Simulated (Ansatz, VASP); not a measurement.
# TiSn in two plane-wave programs, part 3 of 3

Wanted: the spread between two codes on one cell, functional and k mesh. The cell is generated by rule, not measured, and may not be a known phase. The cell is taken from a series of runs on this material, whose earlier steps may have relaxed, scaled, displaced or heated it; both programs get it as it stands.

VASP 6.6.1 and Ansatz 0.2.0.

So far: The structure; Ansatz: zone-centre phonons, PBE; VASP: zone-centre phonons, PBE.

### 3. VASP: zone-centre phonons, PBE (continued)

Level of this step: PBE; plane waves and PAW (Ti_sv, Sn_d); invented cell (VASP).

Numbers of over 12 decimals in the logs are rounded to 6 here.

From OUTCAR (step 3):

```text
ion  position               nearest neighbor table
   1  0.333  0.667  0.938-   3 2.73   3 2.73   4 2.77   4 2.77   4 2.77
   2  0.667  0.333  0.438-   4 2.73   4 2.73   3 2.77   3 2.77   3 2.77
   3  0.333  0.667  0.438-   1 2.73   1 2.73   2 2.77   2 2.77   2 2.77
   4  0.667  0.333  0.938-   2 2.73   2 2.73   1 2.77   1 2.77   1 2.77

  LATTYP: Found a hexagonal cell.
 ALAT       =     4.8029546905
 C/A-ratio  =     1.1377560850

 Subroutine GETGRP returns: Found 24 space group operations
 (whereof  6 operations were pure point group operations)

The static configuration has the point symmetry C_3v.
 The point group associated with its full space group is D_6h.

 Found     95 irreducible k-points:

   k-points           NKPTS =     95   k-points in BZ     NKDIM =     95   number of bands    NBANDS=     32

   dimension x,y,z NGX =    36 NGY =   36 NGZ =   40
   dimension x,y,z NGXF=    72 NGYF=   72 NGZF=   80

   ENCUT  =  500.0 eV  36.75 Ry    6.06 a.u.   8.76  8.76  9.96*2*pi/ulx,y,z

   NELECT =      52.0000    total number of electrons

 k-points in reciprocal lattice and weights: Automatic mesh
   0.00000000  0.00000000  0.00000000       0.001
   0.08333333 -0.00000000  0.00000000       0.005
   0.16666667 -0.00000000  0.00000000       0.005
   0.25000000 -0.00000000  0.00000000       0.005
   0.33333333 -0.00000000  0.00000000       0.005
   0.41666667 -0.00000000  0.00000000       0.005
   0.50000000 -0.00000000  0.00000000       0.003
   0.08333333  0.08333333  0.00000000       0.005
   0.16666667  0.08333333  0.00000000       0.010
[...]
0.33333333  0.25000000  0.50000000       0.010
   0.33333333  0.33333333  0.50000000       0.002

 average (electrostatic) potential at core
       1 -75.7127       2 -75.7127       3-100.4975       4-100.4975

  Total       -0.0300943     -0.0300943      0.0205128     -0.0000000     -0.0000000      0.0000000
  in kB       -0.4416619     -0.4416619      0.3010445     -0.0000000     -0.0000000      0.0000000
  external PRESSURE =      -0.1940931 kB  Pullay stress =       0.0000000 kB

  energy-cutoff  :      500.00
  volume of cell :      109.17
      direct lattice vectors                 reciprocal lattice vectors
     4.802954691  0.000003220  0.000000000     0.208205090  0.120207451  0.000000000
    -2.401480134  4.159479165  0.000000000    -0.000000161  0.240414622  0.000000000
     0.000000000  0.000000000  5.464590925     0.000000000  0.000000000  0.182996315

 POSITION                                       TOTAL-FORCE (eV/Angst)
 -----------------------------------------------------------------------------------
     -0.00000      2.77299      5.12305         0.000000     -0.000000      0.000000
      2.40148      1.38650      2.39076        -0.000000      0.000000     -0.000000
     -0.00000      2.77299      2.39076        -0.000000      0.000000      0.000000
      2.40148      1.38650      5.12305         0.000000      0.000000      0.000000
 -----------------------------------------------------------------------------------
    total drift:                                0.000002     -0.000001      0.000000

 Eigenvectors and eigenvalues of the dynamical matrix
 ----------------------------------------------------

   1 f  =    8.021700 THz    50.401830 2PiTHz  267.575122 cm-1    33.175072 meV
             X         Y         Z           dx          dy          dz
     -0.000002  2.772987  5.123054     0.000000   -0.000000   -0.582812
      2.401476  1.386495  2.390759     0.000000   -0.000000    0.582812
     -0.000002  2.772987  2.390759    -0.000000    0.000000    0.400412
      2.401476  1.386495  5.123054    -0.000000    0.000000   -0.400412

   2 f  =    7.762876 THz    48.775585 2PiTHz  258.941654 cm-1    32.104659 meV
             X         Y         Z           dx          dy          dz
     -0.000002  2.772987  5.123054     0.000000    0.000000   -0.598457
      2.401476  1.386495  2.390759     0.000000    0.000000   -0.598457
     -0.000002  2.772987  2.390759    -0.000000   -0.000000    0.376629
      2.401476  1.386495  5.123054    -0.000000   -0.000000    0.376629

   3 f  =    6.495992 THz    40.815522 2PiTHz  216.682971 cm-1    26.865252 meV
             X         Y         Z           dx          dy          dz
     -0.000002  2.772987  5.123054     0.188511    0.567029    0.000000
      2.401476  1.386495  2.390759     0.188511    0.567029   -0.000000
     -0.000002  2.772987  2.390759    -0.119274   -0.358769   -0.000000
      2.401476  1.386495  5.123054    -0.119274   -0.358769   -0.000000

   4 f  =    6.495992 THz    40.815522 2PiTHz  216.682971 cm-1    26.865252 meV
             X         Y         Z           dx          dy          dz
     -0.000002  2.772987  5.123054    -0.567029    0.188511   -0.000000
      2.401476  1.386495  2.390759    -0.567029    0.188511   -0.000000
     -0.000002  2.772987  2.390759     0.358769   -0.119274    0.000000
      2.401476  1.386495  5.123054     0.358769   -0.119274   -0.000000

   5 f  =    6.372641 THz    40.040487 2PiTHz  212.568436 cm-1    26.355115 meV
             X         Y         Z           dx          dy          dz
     -0.000002  2.772987  5.123054     0.193972    0.583460    0.000000
      2.401476  1.386495  2.390759    -0.193972   -0.583460    0.000000
     -0.000002  2.772987  2.390759     0.110168    0.331380   -0.000000
      2.401476  1.386495  5.123054    -0.110168   -0.331380   -0.000000

   6 f  =    6.372641 THz    40.040487 2PiTHz  212.568436 cm-1    26.355115 meV
             X         Y         Z           dx          dy          dz
     -0.000002  2.772987  5.123054     0.583460   -0.193972    0.000000
      2.401476  1.386495  2.390759    -0.583460    0.193972    0.000000
     -0.000002  2.772987  2.390759     0.331380   -0.110168   -0.000000
      2.401476  1.386495  5.123054    -0.331380    0.110168    0.000000

   7 f  =    2.241867 THz    14.086068 2PiTHz   74.780645 cm-1     9.271614 meV
             X         Y         Z           dx          dy          dz
     -0.000002  2.772987  5.123054     0.110179    0.331376   -0.000000
      2.401476  1.386495  2.390759    -0.110179   -0.331376    0.000000
     -0.000002  2.772987  2.390759    -0.193992   -0.583453   -0.000000
      2.401476  1.386495  5.123054     0.193992    0.583453    0.000000

   8 f  =    2.241867 THz    14.086068 2PiTHz   74.780645 cm-1     9.271614 meV
             X         Y         Z           dx          dy          dz
     -0.000002  2.772987  5.123054     0.331376   -0.110179    0.000000
      2.401476  1.386495  2.390759    -0.331376    0.110179   -0.000000
     -0.000002  2.772987  2.390759    -0.583453    0.193992    0.000000
      2.401476  1.386495  5.123054     0.583453   -0.193992   -0.000000

   9 f  =    1.452889 THz     9.128768 2PiTHz   48.463148 cm-1     6.008662 meV
             X         Y         Z           dx          dy          dz
     -0.000002  2.772987  5.123054     0.000000   -0.000000    0.400412
      2.401476  1.386495  2.390759     0.000000   -0.000000   -0.400412
     -0.000002  2.772987  2.390759     0.000000   -0.000000    0.582812
      2.401476  1.386495  5.123054     0.000000   -0.000000   -0.582812

  10 f/i=    0.010984 THz     0.069015 2PiTHz    0.366390 cm-1     0.045427 meV
             X         Y         Z           dx          dy          dz
     -0.000002  2.772987  5.123054    -0.375105    0.047307   -0.000000
      2.401476  1.386495  2.390759    -0.375105    0.047307   -0.000000
     -0.000002  2.772987  2.390759    -0.592847    0.074769   -0.000000
      2.401476  1.386495  5.123054    -0.592847    0.074769   -0.000000

  11 f/i=    0.010984 THz     0.069015 2PiTHz    0.366390 cm-1     0.045427 meV
             X         Y         Z           dx          dy          dz
     -0.000002  2.772987  5.123054    -0.047307   -0.375105   -0.000000
      2.401476  1.386495  2.390759    -0.047307   -0.375105   -0.000000
     -0.000002  2.772987  2.390759    -0.074769   -0.592847   -0.000000
      2.401476  1.386495  5.123054    -0.074769   -0.592847   -0.000000

  12 f/i=    0.031911 THz     0.200500 2PiTHz    1.064420 cm-1     0.131971 meV
             X         Y         Z           dx          dy          dz
     -0.000002  2.772987  5.123054    -0.000000   -0.000000    0.376629
      2.401476  1.386495  2.390759    -0.000000   -0.000000    0.376629
     -0.000002  2.772987  2.390759    -0.000000   -0.000000    0.598457
      2.401476  1.386495  5.123054    -0.000000   -0.000000    0.598457

 ELASTIC MODULI CONTR FROM IONIC RELAXATION (kBar)
 Direction    XX          YY          ZZ          XY          YZ          ZX
 --------------------------------------------------------------------------------
 XX        -425.5216    425.5216     -0.0000     -0.0000     -0.0000      0.0000
 YY         425.5216   -425.5216      0.0000     -0.0000      0.0000     -0.0000
 ZZ          -0.0000      0.0000     -0.0000     -0.0000      0.0000     -0.0000
 XY          -0.0000     -0.0000     -0.0000   -425.5216      0.0000     -0.0000
 YZ          -0.0000      0.0000      0.0000      0.0000     -0.0000      0.0000
 ZX           0.0000     -0.0000     -0.0000     -0.0000      0.0000     -0.0000
 --------------------------------------------------------------------------------
```

### 4. Differences

Known differences besides the potentials themselves: the cutoff is 420 eV in Ansatz and 500 eV in VASP. Total energies have different zeros and are not compared.

Both answers:

```tsv
quantity	Ansatz	VASP	difference
optical mode 1 (cm⁻¹)	47.6	48.5	-0.9
optical mode 2 to 3 (cm⁻¹)	75.6	74.8	+1.07 %
optical mode 4 to 5 (cm⁻¹)	211.9	212.6	-0.30 %
optical mode 6 to 7 (cm⁻¹)	216.7	216.7	+0.02 %
optical mode 8 (cm⁻¹)	256.9	258.9	-0.80 %
optical mode 9 (cm⁻¹)	265.2	267.6	-0.88 %
```

Modes are paired by rising frequency, not by their patterns, so a pair may set unlike modes beside each other; they are those without the splitting of longitudinal modes.

### 5. What came out

* r.m.s. difference of the optical zone-centre modes, each program's sorted by frequency (zone-centre phonons, PBE): 1.2 cm⁻¹
* difference in optical mode 2 to 3 (zone-centre phonons, PBE): +1.1 %

**Reading.** The r.m.s. difference of the optical zone-centre modes, each program's sorted by frequency is 1.2 cm⁻¹ (zone-centre phonons, PBE). Among the rows given in per cent, the largest difference of the zone-centre phonons, PBE pair is in optical mode 2 to 3, +1.1 %. How closely two codes agree says nothing of how well the functional describes the real material.

[Lines on the potential files, build, host, timing and source positions are cut from VASP's logs without a mark.]

[Logs are printed without paths, hosts, clocks, repeated set-up lines and the standing remarks that a program may print on its own settings, such as how far it seeks lower states.]

[Hosts, paths, dates, database ids (printed as entryN), source tags and the programs' standing remarks are cut or masked in the printed files.]
